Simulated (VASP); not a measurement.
An input for Ansatz (written as the equivalent of a VASP run, and not itself run):

Ansatz 0.2 input:
```yaml
crystal:
  lattice:
    - [0.0000000, 2.4401477, 2.4401477]
    - [2.4401477, 0.0000000, 2.4401477]
    - [2.4401477, 2.4401477, 0.0000000]
  atoms:
    - { symbol: B, position: [0.0000000, 0.0000000, 0.0000000] }
    - { symbol: As, position: [0.2500000, 0.2500000, 0.2500000] }
kpoints:
  mp_grid: { grid: [10, 10, 10] }
hamiltonian:
  xc: r2scan
  pseudopotentials: { kind: paw }
scf:
  occupations: { method: gaussian, width: 0.05 }
  max_iter: 100
output: { forces: true, stress: true, eigenvalues: true }
```

**Question.** Translate this input to VASP (INCAR, KPOINTS, POSCAR, choice of POTCAR).

**Answer.** Several could match; the one computed here: 
**INCAR**
```
LASPH = .True.   # aspherical one-centre terms
LMAXMIX = 4   # l cut-off of mixed one-centre charges
LMIXTAU = .True.
NELM = 100
SYSTEM = BAs
PREC = Accurate
METAGGA = R2SCAN
LREAL = .False.   # projection in real space or not
ISIF = 2   # forces and stress, cell fixed
ISMEAR = 0   # Gaussian
ENCUT = 520
LWAVE = .False.
SIGMA = 0.05
ALGO = Normal   # blocked Davidson
EDIFF = 1E-7   # SCF stop (eV)
LCHARG = .False.
```

### KPOINTS
```
Automatic mesh
0
Gamma
10 10 10
0 0 0
```

**POSCAR**
```
BAs
1.0
  0.0000000000   2.4401477445   2.4401477445
  2.4401477445   0.0000000000   2.4401477445
  2.4401477445   2.4401477445   0.0000000000
B As
1 1
Cart
  0.0000000000   0.0000000000   0.0000000000
  1.2200738722   1.2200738722   1.2200738722
```

POTCAR, in this order: B As (PBE.64 set). Program: vasp_std.

The two are equivalent in intent, not identical: each code has its own PAW files, so the cut-off isn't converted (ENCUT is set for VASP's; basis.ecutwfc is left out, and Ansatz then takes the one that its files recommend); Ansatz stops its SCF on the density residual and VASP on the energy change (EDIFF).

The compound is BAs in the zinc blende structure. This cell is one point of a volume scan, at 1.06 of the reference volume.
